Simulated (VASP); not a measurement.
The system is HfO2.

```
Hf O
1.0
     3.60433    0.00000    0.00000
     0.00000    3.60433    0.00000
     0.00000    0.00000    5.26356
Hf O
2 4
Cartesian
  1.8022 1.8022 2.6318
  0.0000 0.0000 0.0000
  0.0000 1.8022 3.6492
  1.8022 0.0000 4.2461
  1.8022 0.0000 1.6144
  0.0000 1.8022 1.0174
```

Measurements of this composition are mostly on another form, of space group No. 14.

| Quantity | Value |
| --- | --- |
| Program | VASP 6.6.1 |
| Task | relaxation of cell and atoms |
| Functional | LDA |
| Potentials or basis | VASP PAW LDA potentials, release 64 (Hf_pv, O) |
| Cutoff | 600 eV |
| k mesh | 6 × 6 × 4 |
| Occupations | fermi-dirac, width 0.05 eV |
| Spin | no spin polarisation |

At the start: pressure -16.3 GPa; volume 11.40 Å³/atom.

Task: How do energy, volume and symmetry change on relaxing?

Result: Over 12 steps the energy falls by 46.7 meV/atom and the volume is 10.49 Å³/atom (-7.9 %); space group P4_2/nmc (No. 137, to 0.05 Å).

The path:
```tsv
step	energy change (eV)	largest force (eV/Å)	pressure (GPa)	volume (Å³)
1	0.0000	0.1506	-16.34	68.38
2	0.4543	1.1371	37.24	57.51
3	-0.2397	0.2578	-0.70	64.09
4	-0.2399	0.2695	-0.25	63.98
5	-0.2399	0.2790	0.13	63.90
6	-0.2542	0.2404	0.24	63.66
7	-0.2680	0.1629	0.74	63.09
8	-0.2772	0.0618	-0.53	63.22
9	-0.2788	0.0038	-1.29	63.30
10	-0.2794	0.0040	0.82	62.77
11	-0.2802	0.0033	-0.08	62.99
12	-0.2802	0.0089	0.04	62.96
```

Final structure:
```yaml
crystal:
  lattice:
    - [3.52336, 0.00000, 0.00000]
    - [0.00000, 3.52336, 0.00000]
    - [0.00000, 0.00000, 5.07186]
  atoms:
    - { symbol: Hf, position: [0.50000, 0.50000, 0.50000] }
    - { symbol: Hf, position: [0.00000, 0.00000, 0.00000] }
    - { symbol: O, position: [0.00000, 0.50000, 0.70576] }
    - { symbol: O, position: [0.50000, 0.00000, 0.79424] }
    - { symbol: O, position: [0.50000, 0.00000, 0.29424] }
    - { symbol: O, position: [0.00000, 0.50000, 0.20576] }
```
